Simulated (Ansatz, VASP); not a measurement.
## CdTe: VASP beside Ansatz

Wanted: the spread between two codes on one cell, functional and k mesh. The cell is taken from a series of runs on this material, whose earlier steps may have relaxed, scaled, displaced or heated it; both programs get it as it stands.

Main program and level: Ansatz 0.2.0; plane waves, with VASP 6.6.1 beside it; zone-centre phonons at PBE.

### 1. The starting structure

It takes space group F-43m (No. 216, cubic). The conventional cell has a = 6.618 Å, b = 6.618 Å, c = 6.618 Å, α = 90.00°, β = 90.00°, γ = 90.00°. Cd has 4 Te at 2.87 Å nearest. Nearest to Te lie 4 Cd at 2.87 Å. Farther neighbours and most contacts between anions are not listed.

### 2. VASP: zone-centre phonons, PBE

Second derivatives magnify differences that forces hide, and they need a tight electronic threshold.

Lines of VASP's logs that name or quote its potential files are left out, and so is its time.

File INCAR:

```
SYSTEM = CdTe
PREC = Accurate
ENCUT = 500
EDIFF = 1E-08
NELM = 120
ISMEAR = 0
SIGMA = 0.01
LREAL = .FALSE.
ALGO = Normal
GGA = PE
NBANDS = 15
LORBIT = 11
LWAVE = .FALSE.
LCHARG = .FALSE.
ISIF = 2
IBRION = 8
LASPH = .TRUE.
GGA_COMPAT = .FALSE.
EFERMI = MIDGAP
KPAR = 2
```

File POSCAR:

```
CdTe
1.0
    0.0000000000      3.3092187995      3.3092187995
    3.3092187995      0.0000000000      3.3092187995
    3.3092187995      3.3092187995      0.0000000000
Cd Te
1 1
Direct
    0.0000000000      0.0000000000      0.0000000000
    0.2500000000      0.2500000000      0.2500000000
```

File KPOINTS:

```
Automatic mesh
0
Gamma
8 8 8
0 0 0
```

PAW data sets: Cd and Te (PBE family, release 64).

Started as:

```bash
$ mpirun -np 2 vasp_std
```

Numbers of over 12 decimals in the logs are rounded to 6 here.

The program printed:

```text
[banner, memory and clock lines left out]
running    2 mpi-ranks, on    1 nodes
 distrk:  each k-point on    1 cores,    2 groups
 distr:  one band on    1 cores,    1 groups

 POSCAR found type information on POSCAR CdTe
 POSCAR found :  2 types and       2 ions
 LDA part: xc-table for (Slater+PW92), standard interpolation
 POSCAR, INCAR and KPOINTS ok, starting setup
 FFT: planning ... GRIDC
 FFT: planning ... GRID_SOFT
 FFT: planning ... GRID
 WAVECAR not read
 entering main loop
       N       E                     dE             d eps       ncg     rms          rms(c)
DAV:   1     0.953101465189E+02    0.95310E+02   -0.80643E+03   902   0.100E+03
DAV:   2    -0.146693761072E+01   -0.96777E+02   -0.92356E+02  1045   0.239E+02
DAV:   3    -0.501216055194E+01   -0.35452E+01   -0.35398E+01  1045   0.477E+01
DAV:   4    -0.504659772093E+01   -0.34437E-01   -0.34435E-01  1326   0.406E+00
DAV:   5    -0.504668243011E+01   -0.84709E-04   -0.84709E-04  1080   0.195E-01    0.493E+00
DAV:   6    -0.482544880214E+01    0.22123E+00   -0.39808E-01   947   0.743E+00    0.414E+00
DAV:   7    -0.481064724635E+01    0.14802E-01   -0.10610E-01   982   0.215E+00    0.163E+00
DAV:   8    -0.481157649475E+01   -0.92925E-03   -0.96177E-03   975   0.116E+00    0.465E-01
DAV:   9    -0.481193456091E+01   -0.35807E-03   -0.97015E-04   968   0.317E-01    0.984E-02
DAV:  10    -0.481199651213E+01   -0.61951E-04   -0.11235E-04  1059   0.104E-01    0.535E-02
DAV:  11    -0.481204058975E+01   -0.44078E-04   -0.82512E-05   940   0.543E-02    0.358E-02
DAV:  12    -0.481203959152E+01    0.99824E-06   -0.31267E-06  1096   0.134E-02    0.200E-02
DAV:  13    -0.481203946555E+01    0.12597E-06   -0.51912E-07  1031   0.351E-03    0.130E-02
DAV:  14    -0.481203954335E+01   -0.77800E-07   -0.96407E-07   912   0.535E-03    0.604E-03
DAV:  15    -0.481203957244E+01   -0.29090E-07   -0.59852E-08  1108   0.209E-03    0.314E-03
DAV:  16    -0.481203970436E+01   -0.13192E-06   -0.15356E-08   879   0.645E-04    0.348E-04
DAV:  17    -0.481203970277E+01    0.15891E-08   -0.14415E-09   568   0.296E-04
   1 F= -.48120397E+01 E0= -.48120397E+01  d E =0.000000E+00
 Linear response reoptimize wavefunctions to high precision
DAV:   1    -0.481203970327E+01   -0.50204E-09   -0.25529E-10   771   0.104E-04
DAV:   2    -0.481203970333E+01   -0.59117E-10   -0.51418E-11   477   0.406E-05
 Linear response DOF=           2
 Linear response progress:
  Degree of freedom:   1/  2
       N       E                     dE             d eps       ncg     rms          rms(c)
RMM:   1    -0.434064623440E+00   -0.43406E+00   -0.23772E-01  4792   0.329E+00
RMM:   2    -0.434285654023E+00   -0.22103E-03   -0.21262E-03  4328   0.344E-01    0.909E-02
RMM:   3    -0.433856161428E+00    0.42949E-03   -0.43404E-05  4661   0.502E-02    0.523E-02
RMM:   4    -0.433333589202E+00    0.52257E-03   -0.24553E-05  4686   0.329E-02    0.727E-03
RMM:   5    -0.433310024683E+00    0.23565E-04   -0.56859E-07  4858   0.492E-03    0.304E-03
RMM:   6    -0.433333395688E+00   -0.23371E-04   -0.22203E-07  4579   0.274E-03    0.496E-04
RMM:   7    -0.433335395297E+00   -0.19996E-05    0.30888E-10  4856   0.514E-04    0.201E-04
RMM:   8    -0.433336422554E+00   -0.10273E-05   -0.32268E-09  4274   0.423E-04    0.770E-05
RMM:   9    -0.433336101571E+00    0.32098E-06    0.33563E-10  4911   0.856E-05    0.129E-05
RMM:  10    -0.433336087721E+00    0.13850E-07    0.39440E-10  4897   0.264E-05    0.674E-06
RMM:  11    -0.433336108372E+00   -0.20651E-07    0.78457E-10  4915   0.109E-05    0.169E-06
RMM:  12    -0.433336113724E+00   -0.53517E-08    0.55716E-10  4285   0.269E-06    0.127E-06
 first order change of Fermi-energy  -0.27090E+00
 force on displaced ion       1 direction 1 :  -3.805   0.000   0.000
 Linear response progress:
  Degree of freedom:   2/  2
       N       E                     dE             d eps       ncg     rms          rms(c)
RMM:   1    -0.482686827693E-01   -0.48269E-01    0.77464E-02  6729   0.954E-01
RMM:   2    -0.488135388190E-01   -0.54486E-03   -0.16983E-03  4454   0.246E-01    0.966E-02
RMM:   3    -0.489510344734E-01   -0.13750E-03   -0.92761E-05  4597   0.613E-02    0.564E-02
RMM:   4    -0.491909978015E-01   -0.23996E-03   -0.25462E-05  4559   0.368E-02    0.625E-03
RMM:   5    -0.492159746498E-01   -0.24977E-04   -0.17130E-07  4687   0.661E-03    0.275E-03
RMM:   6    -0.492177473655E-01   -0.17727E-05   -0.22007E-07  4588   0.262E-03    0.838E-04
RMM:   7    -0.492175165252E-01    0.23084E-06   -0.13042E-07  4654   0.831E-04    0.222E-04
RMM:   8    -0.492185279232E-01   -0.10114E-05   -0.17917E-08  4763   0.267E-04    0.651E-05
RMM:   9    -0.492183763824E-01    0.15154E-06    0.60626E-09  4513   0.123E-04    0.201E-05
RMM:  10    -0.492184466999E-01   -0.70318E-07    0.30957E-09  4643   0.250E-05    0.835E-06
RMM:  11    -0.492184703789E-01   -0.23679E-07   -0.92532E-11  4477   0.903E-06    0.168E-06
RMM:  12    -0.492184729153E-01   -0.25364E-08    0.55749E-10  3609   0.176E-06    0.134E-06
 first order change of Fermi-energy   0.27118E+00
 force on displaced ion       2 direction 1 :  -3.788  -0.000  -0.000
 Linear response finished
```

Parts of OUTCAR (step 2):

```text
ion  position               nearest neighbor table
   1  0.000  0.000  0.000-   2 2.87   2 2.87   2 2.87   2 2.87
   2  0.250  0.250  0.250-   1 2.87   1 2.87   1 2.87   1 2.87

  LATTYP: Found a face centered cubic cell.
 ALAT       =     6.6184375990

 Subroutine GETGRP returns: Found 24 space group operations
 (whereof 24 operations were pure point group operations)

The static configuration has the point symmetry T_d .

 Found     29 irreducible k-points:

   k-points           NKPTS =     29   k-points in BZ     NKDIM =     29   number of bands    NBANDS=     15

   dimension x,y,z NGX =    36 NGY =   36 NGZ =   36
   dimension x,y,z NGXF=    72 NGYF=   72 NGZF=   72

   ENCUT  =  500.0 eV  36.75 Ry    6.06 a.u.   8.53  8.53  8.53*2*pi/ulx,y,z

   NELECT =      18.0000    total number of electrons

 k-points in reciprocal lattice and weights: Automatic mesh
   0.00000000  0.00000000  0.00000000       0.002
   0.12500000  0.00000000  0.00000000       0.016
   0.25000000  0.00000000  0.00000000       0.016
   0.37500000  0.00000000  0.00000000       0.016
   0.50000000  0.00000000  0.00000000       0.008
   0.12500000  0.12500000  0.00000000       0.012
   0.25000000  0.12500000  0.00000000       0.047
   0.37500000  0.12500000  0.00000000       0.047
   0.50000000  0.12500000  0.00000000       0.047
[...]
-0.37500000  0.50000000  0.12500000       0.023
  -0.25000000  0.50000000  0.25000000       0.012

 average (electrostatic) potential at core
       1 -39.4810       2 -91.7884

  Total        0.0454446      0.0454446      0.0454446     -0.0000000      0.0000000      0.0000000
  in kB        1.0045840      1.0045840      1.0045840     -0.0000000      0.0000000      0.0000000
  external PRESSURE =       1.0045840 kB  Pullay stress =       0.0000000 kB

  energy-cutoff  :      500.00
  volume of cell :       72.48
      direct lattice vectors                 reciprocal lattice vectors
     0.000000000  3.309218799  3.309218799    -0.151093062  0.151093062  0.151093062
     3.309218799  0.000000000  3.309218799     0.151093062 -0.151093062  0.151093062
     3.309218799  3.309218799  0.000000000     0.151093062  0.151093062 -0.151093062

 POSITION                                       TOTAL-FORCE (eV/Angst)
 -----------------------------------------------------------------------------------
      0.00000      0.00000      0.00000        -0.000000      0.000000      0.000000
      1.65461      1.65461      1.65461         0.000000     -0.000000     -0.000000
 -----------------------------------------------------------------------------------
    total drift:                                0.000000      0.000000     -0.000000

 Eigenvectors and eigenvalues of the dynamical matrix
 ----------------------------------------------------

   1 f  =    3.940577 THz    24.759377 2PiTHz  131.443509 cm-1    16.296911 meV
             X         Y         Z           dx          dy          dz
      0.000000  0.000000  0.000000    -0.000000   -0.729910    0.000000
      1.654609  1.654609  1.654609    -0.000000    0.683543    0.000000

   2 f  =    3.940577 THz    24.759377 2PiTHz  131.443509 cm-1    16.296911 meV
             X         Y         Z           dx          dy          dz
      0.000000  0.000000  0.000000     0.729910   -0.000000    0.000000
      1.654609  1.654609  1.654609    -0.683543    0.000000    0.000000

   3 f  =    3.940577 THz    24.759377 2PiTHz  131.443509 cm-1    16.296911 meV
             X         Y         Z           dx          dy          dz
      0.000000  0.000000  0.000000     0.000000    0.000000    0.729910
      1.654609  1.654609  1.654609     0.000000    0.000000   -0.683543

   4 f/i=    0.004449 THz     0.027953 2PiTHz    0.148397 cm-1     0.018399 meV
             X         Y         Z           dx          dy          dz
      0.000000  0.000000  0.000000     0.000000    0.000000   -0.683543
      1.654609  1.654609  1.654609     0.000000    0.000000   -0.729910

   5 f/i=    0.004449 THz     0.027953 2PiTHz    0.148397 cm-1     0.018399 meV
             X         Y         Z           dx          dy          dz
      0.000000  0.000000  0.000000    -0.247605   -0.637121    0.000000
      1.654609  1.654609  1.654609    -0.264401   -0.680339    0.000000

   6 f/i=    0.004449 THz     0.027953 2PiTHz    0.148397 cm-1     0.018399 meV
             X         Y         Z           dx          dy          dz
      0.000000  0.000000  0.000000    -0.637121    0.247605    0.000000
      1.654609  1.654609  1.654609    -0.680339    0.264401    0.000000

 ELASTIC MODULI CONTR FROM IONIC RELAXATION (kBar)
 Direction    XX          YY          ZZ          XY          YZ          ZX
 --------------------------------------------------------------------------------
 XX          -0.0000     -0.0000      0.0000     -0.0000      0.0000     -0.0000
 YY          -0.0000     -0.0000     -0.0000     -0.0000     -0.0000     -0.0000
 ZZ           0.0000     -0.0000     -0.0000      0.0000     -0.0000     -0.0000
 XY          -0.0000     -0.0000      0.0000   -120.6522      0.0000      0.0000
 YZ           0.0000     -0.0000     -0.0000      0.0000   -120.6522     -0.0000
 ZX          -0.0000     -0.0000     -0.0000      0.0000     -0.0000   -120.6522
 --------------------------------------------------------------------------------
```

[end of part 1 of 2]

[Lines on the potential files, build, host, timing and source positions are cut from VASP's logs without a mark.]

[Logs are printed without paths, hosts, clocks, repeated set-up lines and the standing remarks that a program may print on its own settings, such as how far it seeks lower states.]

[Hosts, paths, dates, database ids (printed as entryN), source tags and the programs' standing remarks are cut or masked in the printed files.]
